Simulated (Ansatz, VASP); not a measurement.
# Zn2H73C38S8N7O24F8: VASP beside Ansatz

One calculation is typed for both programs; each brings its own data sets. How far apart do they land? The cell is taken from a series of runs on this material, whose earlier steps may have relaxed, scaled, displaced or heated it; both programs get it as it stands.

Main program and level: Ansatz 0.2.0; plane waves, with VASP 6.6.1 beside it; single point at PBEsol.

## Step 1: The structure

The cell holds 160 atoms: 38 C, 24 O, 73 H, 7 N, 8 S, 8 F and 2 Zn. Its edges and angles: a = 12.512 Å, b = 12.512 Å, c = 12.512 Å, α = 90.0°, β = 90.0°, γ = 90.0°.

## Step 2: VASP: single point, PBEsol

With cell and atoms fixed, the geometry can't cause a difference; cores, projectors, grids and the points listed under the comparison can.

Lines of VASP's logs that name or quote its potential files are left out, and so is its time.

INCAR

```
SYSTEM = Zn2H73C38S8N7O24F8
PREC = Accurate
ENCUT = 600
EDIFF = 1E-06
NELM = 120
ISMEAR = -1
SIGMA = 0.025
LREAL = Auto
ALGO = Normal
GGA = PS
NBANDS = 378
LORBIT = 11
LWAVE = .FALSE.
LCHARG = .FALSE.
ISIF = 2
LASPH = .TRUE.
GGA_COMPAT = .FALSE.
EFERMI = MIDGAP
```

POSCAR

```
Zn2H73C38S8N7O24F8
1.0
   12.5122500000      0.0000000000      0.0000000000
    0.0000000000     12.5122500000      0.0000000000
    0.0000000000      0.0000000000     12.5122500000
C O H N S F Zn
38 24 73 7 8 8 2
Direct
    0.5752300000      0.4282000000      0.1264200000
    0.4887300000      0.4866500000      0.0638700000
    0.5313300000      0.4997900000      0.9522400000
    0.6701000000      0.4752000000      0.0655700000
    0.7340600000      0.7214200000      0.8187500000
    0.8445900000      0.7154800000      0.8628800000
    0.8847800000      0.6194700000      0.7980000000
    0.7489700000      0.7001000000      0.7036600000
    0.4208700000      0.1016100000      0.6111000000
    0.3793000000      0.1611500000      0.5155400000
    0.2642800000      0.1849100000      0.5351300000
    0.3572800000      0.1616200000      0.6946400000
    0.3850400000      0.7132700000      0.3808200000
    0.4429200000      0.7595500000      0.4710200000
    0.4583500000      0.8742200000      0.4335900000
    0.4434500000      0.7631700000      0.2914500000
    0.0909200000      0.5173900000      0.9820600000
    0.0940900000      0.4527600000      0.0746800000
    0.1427900000      0.5358100000      0.1524200000
    0.1910200000      0.5870500000      0.9822500000
    0.7530200000      0.1424700000      0.7689200000
    0.7599100000      0.1210200000      0.8850800000
    0.8660400000      0.0588500000      0.8993900000
    0.8090300000      0.0423000000      0.7233200000
    0.5646100000      0.4083300000      0.5378600000
    0.5828400000      0.4119600000      0.6559900000
    0.7026600000      0.4270800000      0.6552100000
    0.6420700000      0.4916800000      0.4948700000
    0.4027000000      0.7907000000      0.9475300000
    0.4853500000      0.8653400000      0.9986700000
[... 124 atom lines left out ...]
    0.7256100000      0.8405300000      0.4824700000
    0.7616000000      0.6889700000      0.1233000000
    0.3169700000      0.5207700000      0.7041500000
    0.1111000000      0.5766600000      0.3958600000
    0.9512000000      0.9740700000      0.3692600000
    0.8641300000      0.5439100000      0.5626200000
```

KPOINTS

```
Automatic mesh
0
Gamma
1 1 1
0 0 0
```

The projector-augmented-wave data sets are C, O, H, N, S, F and Zn (PBE family, release 64).

On the command line:

```bash
export OMP_NUM_THREADS=3
mpirun -np 1 vasp_gam
```

Numbers of over 12 decimals in the logs are rounded to 6 here.

What it wrote:

```text
[banner, memory and clock lines left out]
running    1 mpi-ranks, on    1 nodes
[...]
Offloading initialized ...    1 GPUs detected
[...]
|                                                                             |
|               ----> ADVICE to this user running VASP <----                  |
|                                                                             |
|     You enforced a specific xc type in the INCAR file but a different       |
|     [... a line on the potential file left out ...]
|     I HOPE YOU KNOW WHAT YOU ARE DOING!                                     |
|                                                                             |

 LDA part: xc-table for (Slater+PW92), standard interpolation
 POSCAR, INCAR and KPOINTS ok, starting setup
[...]
entering main loop
       N       E                     dE             d eps       ncg     rms          rms(c)
DAV:   1     0.519458898094E+04    0.51946E+04   -0.30121E+05   756   0.149E+03
DAV:   2    -0.314269390127E+03   -0.55089E+04   -0.51736E+04   940   0.347E+02
DAV:   3    -0.980310066821E+03   -0.66604E+03   -0.65833E+03   910   0.136E+02
DAV:   4    -0.100346979380E+04   -0.23160E+02   -0.22994E+02   944   0.299E+01
[...]
DAV:  19    -0.907499298056E+03    0.93022E-05   -0.13620E-05   976   0.146E-02    0.616E-03
DAV:  20    -0.907499293313E+03    0.47425E-05   -0.67121E-06   904   0.124E-02    0.530E-03
DAV:  21    -0.907499293214E+03    0.99437E-07   -0.62307E-06   896   0.606E-03
   1 F= -.90749929E+03 E0= -.90749929E+03  d E =0.000000E+00
```

OUTCAR, selected parts (step 2):

```text
  FREE ENERGIE OF THE ION-ELECTRON SYSTEM (eV)
  ---------------------------------------------------
  free  energy   TOTEN  =      -907.4992932138 eV

  energy  without entropy=     -907.4992932138  energy(sigma->0) =     -907.49929321
```

The run ends at a pressure of 3.24 GPa, with forces up to 7.4 eV/Å.

(Part 1 of 2 ends here.)

[Lines on the potential files, build, host, timing and source positions are cut from VASP's logs without a mark.]

[Logs are printed without paths, hosts, clocks, repeated set-up lines and the standing remarks that a program may print on its own settings, such as how far it seeks lower states.]

[Hosts, paths, dates, database ids (printed as entryN), source tags and the programs' standing remarks are cut or masked in the printed files.]
